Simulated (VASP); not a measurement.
The system is Pt2Se.

```xyz
3
Lattice="-1.7714 1.7714 4.3454 1.7714 -1.7714 4.3454 1.7714 1.7714 -4.3454" Properties=species:S:1:pos:R:3 pbc="T T T"
Pt    0.0000    0.0000    5.7793
Pt    0.0000    0.0000    2.9114
Se    0.0000    0.0000    0.0000
```

The cell was built by a generator and needn't be a form met in nature.

- Program: VASP 6.6.1
- Task: relaxation of cell and atoms
- Functional: PBE
- Potentials or basis: VASP PAW PBE potentials, release 64 (Pt, Se)
- Cutoff: 600 eV
- k mesh: 6 × 6 × 6
- Occupations: gaussian, width 0.1 eV
- Spin: no spin polarisation

At the start: pressure -11.9 GPa; volume 18.18 Å³/atom.

Problem. Where does the relaxation end?

Solution. Over 27 steps the energy falls by 98.3 meV/atom and the volume is 16.51 Å³/atom (-9.2 %); space group I4/mmm (No. 139, to 0.05 Å).

The path:
| step | energy change (eV) | largest force (eV/Å) | pressure (GPa) | volume (Å³) |
| --- | --- | --- | --- | --- |
| 1 | 0.0000 | 0.2828 | -11.92 | 54.54 |
| 2 | 0.1923 | 0.0327 | 25.98 | 44.54 |
| 3 | -0.1920 | 0.2030 | -0.26 | 50.00 |
| 4 | -0.1921 | 0.2004 | 0.07 | 49.91 |
| 5 | -0.1921 | 0.1978 | 0.38 | 49.82 |
| 6 | -0.1979 | 0.0410 | 0.35 | 49.78 |
| 7 | -0.1981 | 0.0975 | 0.37 | 49.77 |
| 8 | -0.1993 | 0.0928 | -0.56 | 50.03 |
| 9 | -0.1993 | 0.0915 | -0.86 | 50.11 |
| 10 | -0.2000 | 0.0894 | -0.88 | 50.10 |
| 11 | -0.2020 | 0.0831 | -0.96 | 50.10 |
| 12 | -0.2065 | 0.0697 | -1.08 | 50.08 |
| 13 | -0.2167 | 0.0308 | -1.17 | 50.03 |
| 14 | -0.2337 | 0.1329 | -0.84 | 49.88 |
| 15 | -0.1808 | 1.0622 | 2.45 | 49.35 |
| 16 | -0.2351 | 0.2571 | -0.56 | 49.82 |
| 17 | -0.2356 | 0.3370 | -0.34 | 49.77 |
| 18 | -0.2374 | 0.3897 | -0.21 | 49.74 |
| 19 | -0.2414 | 0.5760 | 0.25 | 49.63 |
| 20 | -0.2489 | 0.5820 | 0.22 | 49.62 |
| 21 | -0.2605 | 0.5776 | 0.40 | 49.55 |
| 22 | -0.2620 | 0.5927 | 0.56 | 49.51 |
| 23 | -0.2719 | 0.5008 | -0.04 | 49.64 |
| 24 | -0.2884 | 0.2016 | -1.62 | 50.02 |
| 25 | -0.2896 | 0.1056 | -2.09 | 50.15 |
| 26 | -0.2946 | 0.0245 | 0.42 | 49.41 |
| 27 | -0.2948 | 0.0018 | -0.01 | 49.53 |

Final structure:
```cif
data_structure
_symmetry_space_group_name_H-M 'P 1'
_symmetry_Int_Tables_number 1
_cell_length_a 5.4216
_cell_length_b 5.4216
_cell_length_c 5.4216
_cell_angle_alpha 146.031
_cell_angle_beta 146.031
_cell_angle_gamma 48.800
_cell_volume 49.53
loop_
_atom_site_label
_atom_site_type_symbol
_atom_site_fract_x
_atom_site_fract_y
_atom_site_fract_z
_atom_site_occupancy
Pt1 Pt 0.65914 0.65914 0.00000 1
Pt2 Pt 0.34086 0.34086 0.00000 1
Se1 Se 0.00000 0.00000 0.00000 1
```

Caveat: the k mesh is coarse (spacing up to 0.42 Å⁻¹), so the values aren't converged.
